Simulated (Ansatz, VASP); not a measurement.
# Al13Zn3: VASP beside Ansatz, part 2 of 2

Aim: how closely do two programs agree when they are given the same cell, functional and k mesh? The cell is taken from a series of runs on this material, whose earlier steps may have relaxed, scaled, displaced or heated it; both programs get it as it stands.

VASP 6.6.1 and Ansatz 0.2.0.

So far: Starting point; Ansatz: single point, r2SCAN.

### 3. VASP: single point, r2SCAN

Level of this step: r2SCAN; plane waves and PAW (Zn, Al) (VASP).

The same cell, functional, mesh and smearing now go to VASP, with its own data sets.

Lines of VASP's logs that name or quote its potential files are left out, and so is its time.

Input file INCAR:

```
SYSTEM = Al13Zn3
PREC = Accurate
ENCUT = 440
EDIFF = 1E-06
NELM = 120
ISMEAR = -1
SIGMA = 0.08
LREAL = .FALSE.
ALGO = Normal
METAGGA = R2SCAN
LASPH = .TRUE.
NBANDS = 53
LORBIT = 11
LWAVE = .FALSE.
LCHARG = .FALSE.
ISIF = 2
GGA_COMPAT = .FALSE.
LMIXTAU = .TRUE.
```

Input file POSCAR:

```
Al13Zn3
1.0
   -4.0194245247      4.0194245247      4.0194245247
    4.0194245247     -4.0194245247      4.0194245247
    4.0194245247      4.0194245247     -4.0194245247
Zn Al
3 13
Direct
    0.0000000000      0.2500000000      0.7500000000
    0.2500000000      0.0000000000      0.7500000000
    0.5000000000      0.0000000000      0.5000000000
    0.0000000000      0.5000000000      0.5000000000
    0.0000000000      0.7500000000      0.2500000000
    0.0000000000      0.0000000000      0.0000000000
    0.2500000000      0.2500000000      0.5000000000
    0.2500000000      0.5000000000      0.2500000000
    0.5000000000      0.7500000000      0.7500000000
    0.2500000000      0.7500000000      0.0000000000
    0.5000000000      0.2500000000      0.2500000000
    0.7500000000      0.5000000000      0.7500000000
    0.5000000000      0.5000000000      0.0000000000
    0.7500000000      0.7500000000      0.5000000000
    0.7500000000      0.0000000000      0.2500000000
    0.7500000000      0.2500000000      0.0000000000
```

Input file KPOINTS:

```
Automatic mesh
0
Gamma
6 6 6
0 0 0
```

The projector-augmented-wave data sets are Zn and Al (PBE family, release 64).

Launch:

```bash
export OMP_NUM_THREADS=3
mpirun -np 1 vasp_std
```

Numbers of over 12 decimals in the logs are rounded to 6 here.

Output:

```text
[banner, memory and clock lines left out]
running    1 mpi-ranks, on    1 nodes
 distrk:  each k-point on    1 cores,    1 groups
 distr:  one band on    1 cores,    1 groups
 Offloading initialized ...    1 GPUs detected
 POSCAR found type information on POSCAR ZnAl
 POSCAR found :  2 types and      16 ions
|                                                                             |
|               ----> ADVICE to this user running VASP <----                  |
|                                                                             |
|     You enforced a specific xc type in the INCAR file but a different       |
|     [... a line on the potential file left out ...]
|     I HOPE YOU KNOW WHAT YOU ARE DOING!                                     |
|                                                                             |

 LDA part: xc-table for (None), standard interpolation
 POSCAR, INCAR and KPOINTS ok, starting setup
 FFT: planning ... GRIDC
 FFT: planning ... GRID_SOFT
 FFT: planning ... GRID
 WAVECAR not read
 entering main loop
       N       E                     dE             d eps       ncg     rms          rms(c)
DAV:   1     0.262336136755E+03    0.26234E+03   -0.27263E+04  3392   0.123E+03
DAV:   2    -0.907193726195E+02   -0.35306E+03   -0.33455E+03  3440   0.280E+02
DAV:   3    -0.120707177177E+03   -0.29988E+02   -0.28665E+02  3967   0.864E+01
DAV:   4    -0.121648271953E+03   -0.94109E+00   -0.93150E+00  3968   0.135E+01
DAV:   5    -0.121671555634E+03   -0.23284E-01   -0.23265E-01  4228   0.249E+00    0.120E+01
DAV:   6    -0.113938644246E+03    0.77329E+01   -0.97550E+00  4392   0.500E+01    0.102E+01
DAV:   7    -0.113826176203E+03    0.11247E+00   -0.16134E+00  4364   0.146E+01    0.443E+00
DAV:   8    -0.113859476288E+03   -0.33300E-01   -0.12137E-01  3863   0.260E+00    0.111E+00
DAV:   9    -0.113857571272E+03    0.19050E-02   -0.24221E-02  4495   0.279E+00    0.314E-01
DAV:  10    -0.113857211787E+03    0.35949E-03   -0.45750E-03  3707   0.333E-01    0.182E-01
DAV:  11    -0.113857355128E+03   -0.14334E-03   -0.21283E-04  4823   0.132E-01    0.208E-01
DAV:  12    -0.113856847742E+03    0.50739E-03   -0.67520E-04  4420   0.396E-01    0.470E-02
DAV:  13    -0.113856803514E+03    0.44228E-04   -0.11528E-04  4722   0.813E-02    0.226E-02
DAV:  14    -0.113856807087E+03   -0.35735E-05   -0.56833E-06  3389   0.126E-02    0.230E-02
DAV:  15    -0.113856805352E+03    0.17349E-05   -0.59291E-07  2118   0.904E-03    0.259E-02
DAV:  16    -0.113856768336E+03    0.37016E-04   -0.16083E-05  3622   0.246E-02    0.162E-02
DAV:  17    -0.113856768900E+03   -0.56410E-06   -0.35532E-07  2087   0.325E-03
   1 F= -.11385677E+03 E0= -.11380197E+03  d E =-.109607E+00
```

From OUTCAR (step 3):

```text
ion  position               nearest neighbor table
   1  0.000  0.250  0.750-   2 2.84   4 2.84   6 2.84   7 2.84   8 2.84  10 2.84  12 2.84  13 2.84
                            16 2.84  15 2.84  14 2.84   3 2.84
   2  0.250  0.000  0.750-   1 2.84   3 2.84   6 2.84   7 2.84   9 2.84  10 2.84  11 2.84  13 2.84
                            16 2.84   5 2.84   4 2.84  14 2.84
   3  0.500  0.000  0.500-   1 2.84   2 2.84   7 2.84   9 2.84  11 2.84  12 2.84  14 2.84  15 2.84
                            16 2.84  10 2.84   8 2.84   5 2.84
   4  0.000  0.500  0.500-   1 2.84   2 2.84   5 2.84   7 2.84   8 2.84   9 2.84  10 2.84  12 2.84
                            14 2.84  16 2.84  15 2.84  11 2.84
   5  0.000  0.750  0.250-   2 2.84   3 2.84   4 2.84   6 2.84   7 2.84   8 2.84  10 2.84  14 2.84
                            15 2.84  12 2.84  16 2.84  13 2.84
   6  0.000  0.000  0.000-   1 2.84   2 2.84   5 2.84   7 2.84   8 2.84  10 2.84  11 2.84  15 2.84
                            16 2.84  14 2.84  12 2.84   9 2.84
   7  0.250  0.250  0.500-   1 2.84   2 2.84   3 2.84   4 2.84   8 2.84   9 2.84  11 2.84  12 2.84
                            13 2.84   6 2.84   5 2.84  15 2.84
   8  0.250  0.500  0.250-   3 2.84   4 2.84   5 2.84   7 2.84   9 2.84  10 2.84  11 2.84  13 2.84
                            14 2.84   1 2.84   6 2.84  16 2.84
   9  0.500  0.750  0.750-   2 2.84   3 2.84   6 2.84  10 2.84  12 2.84  13 2.84  14 2.84  15 2.84
                            16 2.84   8 2.84   7 2.84   4 2.84
  10  0.250  0.750  0.000-   2 2.84   3 2.84   5 2.84   6 2.84   8 2.84   9 2.84  11 2.84  13 2.84
                            15 2.84   4 2.84   1 2.84  12 2.84
  11  0.500  0.250  0.250-   3 2.84   4 2.84   7 2.84   8 2.84  12 2.84  13 2.84  14 2.84  15 2.84
                            16 2.84   2 2.84  10 2.84   6 2.84
  12  0.750  0.500  0.750-   1 2.84   4 2.84   5 2.84   6 2.84   9 2.84  10 2.84  13 2.84  14 2.84
                            16 2.84  11 2.84   3 2.84   7 2.84
  13  0.500  0.500  0.000-   5 2.84   8 2.84   9 2.84  10 2.84  11 2.84  12 2.84  14 2.84  15 2.84
                            16 2.84   7 2.84   2 2.84   1 2.84
  14  0.750  0.750  0.500-   1 2.84   2 2.84   3 2.84   4 2.84   5 2.84   6 2.84   9 2.84  12 2.84
                            15 2.84  13 2.84  11 2.84   8 2.84
  15  0.750  0.000  0.250-   1 2.84   3 2.84   4 2.84   5 2.84   6 2.84   7 2.84  11 2.84  14 2.84
                            16 2.84   9 2.84  13 2.84  10 2.84
  16  0.750  0.250  0.000-   1 2.84   4 2.84   5 2.84   6 2.84   8 2.84  11 2.84  12 2.84  13 2.84
                            15 2.84   3 2.84   9 2.84   2 2.84

  LATTYP: Found a body centered cubic cell.
 ALAT       =     8.0388490494

 Subroutine GETGRP returns: Found  6 space group operations
 (whereof  1 operations were pure point group operations)

The static configuration has the point symmetry C_1 .
 The point group associated with its full space group is D_3 .

 Found     32 irreducible k-points:

   k-points           NKPTS =     32   k-points in BZ     NKDIM =     32   number of bands    NBANDS=     53

   dimension x,y,z NGX =    48 NGY =   48 NGZ =   48
   dimension x,y,z NGXF=    96 NGYF=   96 NGZF=   96

   ENCUT  =  440.0 eV  32.34 Ry    5.69 a.u.  11.91 11.91 11.91*2*pi/ulx,y,z

   NELECT =      75.0000    total number of electrons

 k-points in reciprocal lattice and weights: Automatic mesh
   0.00000000  0.00000000  0.00000000       0.005
   0.16666667  0.00000000  0.00000000       0.028
   0.00000000  0.16666667  0.00000000       0.028
   0.33333333  0.00000000  0.00000000       0.028
   0.00000000  0.33333333  0.00000000       0.028
   0.50000000  0.00000000  0.00000000       0.014
   0.00000000  0.50000000  0.00000000       0.014
   0.16666667  0.16666667  0.00000000       0.056
   0.00000000  0.16666667  0.16666667       0.028
[...]
0.33333333  0.50000000  0.50000000       0.028
   0.50000000  0.50000000  0.50000000       0.005

 average (electrostatic) potential at core
       1 -38.2017       2 -38.2017       3 -38.2017       4 -76.4494       5 -76.4491
       6 -76.4491       7 -76.4950       8 -76.4494       9 -76.4491      10 -76.4902
      11 -76.4494      12 -76.4491      13 -76.4491      14 -76.4950      15 -76.4491
      16 -76.4950

 E-fermi :   7.1421

 k-point     1 :       0.0000    0.0000    0.0000
  band No.  band energies     occupation
    ...
     30       4.3145      2.00000
     31       4.3145      2.00000
     32       6.0531      2.00000
     33       6.0531      2.00000
     34       6.1880      1.99999
     35       8.4463      0.00000
     36       8.6973      0.00000
     37       8.6973      0.00000
     38       8.7529      0.00000
     39       8.9193      0.00000
    ...

 k-point     2 :       0.1667    0.0000    0.0000
  band No.  band energies     occupation
    ...
     31       4.4483      2.00000
     32       6.2123      1.99998
     33       7.0690      1.42743
     34       7.1111      1.19141
     35       7.1764      0.78875
     36       7.2369      0.46855
     37       7.3749      0.10330
     38       7.7403      0.00113
     39       7.8980      0.00016
     40       8.7624      0.00000
    ...

 k-point     3 :       0.0000    0.1667    0.0000
  band No.  band energies     occupation
    ...
     31       4.4490      2.00000
     32       6.2070      1.99998
     33       7.0600      1.47242
     34       7.1274      1.09177
     35       7.1389      1.01999
     36       7.3993      0.07724
     37       7.5006      0.02239
     38       7.5327      0.01504
     39       7.8556      0.00027
     40       8.7270      0.00000
    ...

  Total       -4.4310438     -4.4310438     -4.4310438     -0.0040819      0.0040819     -0.0040819
  in kB      -27.3315964    -27.3315964    -27.3315964     -0.0251780      0.0251780     -0.0251780
  external PRESSURE =     -27.3315964 kB  Pullay stress =       0.0000000 kB

  energy-cutoff  :      440.00
  volume of cell :      259.75
      direct lattice vectors                 reciprocal lattice vectors
    -4.019424525  4.019424525  4.019424525     0.000000000  0.124395917  0.124395917
     4.019424525 -4.019424525  4.019424525     0.124395917  0.000000000  0.124395917
     4.019424525  4.019424525 -4.019424525     0.124395917  0.124395917  0.000000000

 POSITION                                       TOTAL-FORCE (eV/Angst)
 -----------------------------------------------------------------------------------
      4.01942      2.00971     -2.00971        -0.022425      0.000000     -0.022425
      2.00971      4.01942     -2.00971         0.000000     -0.022425      0.022425
      0.00000      4.01942      0.00000         0.022425      0.022425     -0.000000
      4.01942      0.00000      0.00000         0.022332      0.022332     -0.000000
      4.01942     -2.00971      2.00971         0.031850      0.048933      0.022888
      0.00000      0.00000      0.00000        -0.022888     -0.031850      0.048933
      2.00971      2.00971      0.00000         0.000000      0.066774     -0.066774
      2.00971      0.00000      2.00971         0.000000     -0.022332      0.022332
      4.01942      2.00971      2.00971         0.022888     -0.048933      0.031850
      2.00971     -2.00971      4.01942         0.000000      0.000000     -0.000000
      0.00000      2.00971      2.00971        -0.022332      0.000000     -0.022332
      2.00971      4.01942      2.00971        -0.048933      0.022888     -0.031850
      0.00000      0.00000      4.01942        -0.031850     -0.022888     -0.048933
      2.00971      2.00971      4.01942         0.066774     -0.000000      0.066774
     -2.00971      4.01942      2.00971         0.048933      0.031850     -0.022888
     -2.00971      2.00971      4.01942        -0.066774     -0.066774      0.000000
 -----------------------------------------------------------------------------------
    total drift:                               -0.000000     -0.000000      0.000000

  FREE ENERGIE OF THE ION-ELECTRON SYSTEM (eV)
  ---------------------------------------------------
  free  energy   TOTEN  =      -113.8567689003 eV

  energy  without entropy=     -113.7471616935  energy(sigma->0) =     -113.80196530

 total charge
# of ion       s       p       d       tot
------------------------------------------
    1        0.600   0.464   9.732  10.795
    2        0.600   0.464   9.732  10.795
    3        0.600   0.464   9.732  10.795
    4        0.420   0.355   0.000   0.774
    5        0.420   0.354   0.000   0.774
    6        0.420   0.354   0.000   0.774
    7        0.419   0.351   0.000   0.770
    8        0.420   0.355   0.000   0.774
    9        0.420   0.354   0.000   0.774
   10        0.419   0.352   0.000   0.771
   11        0.420   0.355   0.000   0.774
   12        0.420   0.354   0.000   0.774
   13        0.420   0.354   0.000   0.774
   14        0.419   0.351   0.000   0.770
   15        0.420   0.354   0.000   0.774
   16        0.419   0.351   0.000   0.770
--------------------------------------------------
tot          7.256   5.984  29.196  42.435

[... 3 further parts left out ...]
```

This run has no spin polarisation. Its electron count is odd, so without a moment it is a metal by construction.

### 4. Side by side

Known differences besides the potentials themselves: VASP keeps PBE cores, Ansatz makes them for the functional; the cutoff is 500 eV in Ansatz and 440 eV in VASP. Total energies have different zeros and are not compared.

Forces on 7 of the 16 atoms, those with the largest forces and the largest differences (eV/Å; atoms numbered as in POSCAR):

| atom | Ansatz x, y, z | VASP x, y, z |
| --- | --- | --- |
| Al5 | 0.035, 0.055, 0.026 | 0.032, 0.049, 0.023 |
| Al7 | 0.000, 0.073, -0.073 | 0.000, 0.067, -0.067 |
| Al9 | 0.026, -0.055, 0.035 | 0.023, -0.049, 0.032 |
| Al12 | -0.055, 0.026, -0.035 | -0.049, 0.023, -0.032 |
| Al14 | 0.073, 0.000, 0.073 | 0.067, 0.000, 0.067 |
| Al15 | 0.055, 0.035, -0.026 | 0.049, 0.032, -0.023 |
| Al16 | -0.073, -0.073, 0.000 | -0.067, -0.067, 0.000 |

The forces differ by 3.5 meV/Å r.m.s., which is 10.3 % of the r.m.s. force of 0.034 eV/Å (both taken over all components).

### 5. Outcome

```yaml
r_m_s_force_difference_single_point_r2scan: 3.5 meV/Å
```

The r.m.s. force difference is 3.5 meV/Å (single point, r2SCAN), within the 12 meV/Å picked in this series as the mark of a large difference. How closely two codes agree says nothing of how well the functional describes the real material.

[Lines on the potential files, build, host, timing and source positions are cut from VASP's logs without a mark.]

[Logs are printed without paths, hosts, clocks, repeated set-up lines and the standing remarks that a program may print on its own settings, such as how far it seeks lower states.]

[Hosts, paths, dates, database ids (printed as entryN), source tags and the programs' standing remarks are cut or masked in the printed files.]
